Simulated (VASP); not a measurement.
A run of VASP 6.6.1 is set up as follows.

File INCAR:

```
SYSTEM = BN
PREC     = Accurate       ! precision mode
ENCUT    = 520            ! plane-wave cutoff, eV
EDIFF    = 1E-7           ! SCF threshold, eV
ISMEAR   = -1             ! smearing method
SIGMA    = 0.05           ! smearing width, eV
LREAL    = .FALSE.        ! projectors in reciprocal space
LASPH    = .TRUE.         ! aspherical terms in the spheres
NELM     = 100            ! most SCF steps
ALGO     = Normal         ! electronic algorithm
ISIF     = 2              ! what is computed and relaxed
LWAVE    = .FALSE.        ! write WAVECAR
LCHARG   = .FALSE.        ! write CHGCAR
GGA      = PE             ! functional
NBANDS   = 16             ! bands
```

Contents of KPOINTS:

```
Automatic mesh
0
G
  9 9 3
  0 0 0
```

File POSCAR:

```
BN
1.0
    2.5040000000      0.0000000000      0.0000000000
   -1.2520000000      2.1685276111      0.0000000000
    0.0000000000      0.0000000000      6.6610000000
B N
2 2
Direct
    0.3333333333      0.6666666667      0.2500000000
    0.6666666667      0.3333333333      0.7500000000
    0.6666666667      0.3333333333      0.2500000000
    0.3333333333      0.6666666667      0.7500000000
```

KPOINTS_OPT

```
explicit points
32
Reciprocal
 0.0000000000  0.0000000000  0.0000000000 1
 0.0208330000  0.0208330000  0.0000000000 1
 0.0416670000  0.0416670000  0.0000000000 1
 0.0625000000  0.0625000000  0.0000000000 1
 0.0833330000  0.0833330000  0.0000000000 1
 0.1041670000  0.1041670000  0.0000000000 1
 0.1250000000  0.1250000000  0.0000000000 1
 0.1458330000  0.1458330000  0.0000000000 1
 0.1666670000  0.1666670000  0.0000000000 1
 0.1875000000  0.1875000000  0.0000000000 1
 0.2083330000  0.2083330000  0.0000000000 1
 0.2291670000  0.2291670000  0.0000000000 1
 0.2500000000  0.2500000000  0.0000000000 1
 0.2708330000  0.2708330000  0.0000000000 1
 0.2916670000  0.2916670000  0.0000000000 1
 0.3125000000  0.3125000000  0.0000000000 1
 0.3333330000  0.3333330000  0.0000000000 1
 0.3600000000  0.3600000000  0.0000000000 1
 0.3880000000  0.3880000000  0.0000000000 1
 0.4160000000  0.4160000000  0.0000000000 1
 0.4440000000  0.4440000000  0.0000000000 1
 0.4720000000  0.4720000000  0.0000000000 1
 0.5000000000  0.5000000000  0.0000000000 1
 0.0000000000  0.0000000000  0.2500000000 1
 0.0000000000  0.0000000000  0.5000000000 1
 0.3333330000  0.3333330000  0.5000000000 1
 0.5000000000  0.5000000000  0.5000000000 1
 0.1000000000  0.0000000000  0.0000000000 1
 0.2000000000  0.0000000000  0.0000000000 1
 0.3000000000  0.0000000000  0.0000000000 1
 0.4000000000  0.0000000000  0.0000000000 1
 0.5000000000  0.0000000000  0.0000000000 1
```

Potentials or basis: VASP PAW PBE potentials, release 64 (B, N).

Launch:

```bash
$ cat potpaw_PBE.64/B/POTCAR potpaw_PBE.64/N/POTCAR > POTCAR
$ mpirun -np 1 vasp_std > vasp.out
```

Question: Estimate the band gap along the path.

Answer: 4.24 eV, indirect (least direct gap 4.64 eV).

Question: Estimate the pressure.

Answer: 3.4 GPa.

Stress tensor (GPa, compression positive):
```
3.73 0.00 0.00
0.00 3.73 0.00
0.00 0.00 2.70
```

Caveat: the mesh misses the band edges, which the band path finds closer together; this functional lacks dispersion, which binds the layers, so the pressure and a relaxed spacing across them are unreliable. Expect the measured gap to be larger: semilocal functionals such as PBE lack the derivative discontinuity.
